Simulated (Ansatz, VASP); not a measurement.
BeZn2Te3: VASP beside Ansatz

```
Be Zn Te
1.0
     4.80682    0.00000    0.00000
     0.00000    4.80682    0.00000
     0.00000    0.00000    7.15667
Be Zn Te
1 2 3
Cartesian
  2.4034 2.4034 3.5783
  0.0000 2.4034 0.0000
  2.4034 0.0000 0.0000
  2.4034 2.4034 0.0000
  0.0000 0.0000 3.5783
  0.0000 0.0000 0.0000
```

Alike in both runs: task single point; functional PBE; k mesh 4 × 4 × 4; occupations gaussian, width 0.1 eV; no spin polarisation.

|  | VASP | Ansatz |
| --- | --- | --- |
| version | VASP 6.6.1 | Ansatz 0.2.0 |
| potentials or method | VASP PAW PBE potentials, release 64 (Be, Zn, Te) | scalar-relativistic, plane waves, PAW |
| plane-wave cutoff (eV) | 520 | 420 |
| valence electrons in the cell | 44 | 74 |

VASP gave:

| Property | Result |
| --- | --- |
| gap on the k mesh at the Fermi level (eV) | none |
| pressure (GPa) | 15.2 |
| largest component of the traceless stress (GPa) | 18.56 |

Problem. What did Ansatz give for the same quantities?

Solution. gap on the k mesh at the Fermi level (eV): none; pressure (GPa): 15.0; largest component of the traceless stress (GPa): 18.43.

A gap of «none» marks a metal or a gap that the smearing closes. The functional is the same, so the differences come from potentials, cutoffs and numerics. The two sets of potentials don't hold the same shells in valence.

Caveats: so large a pressure means that the cell lies far from this level's equilibrium, or that cutoff or potentials fall short (VASP). Spin-orbit coupling is left out, which matters for the levels of Te.
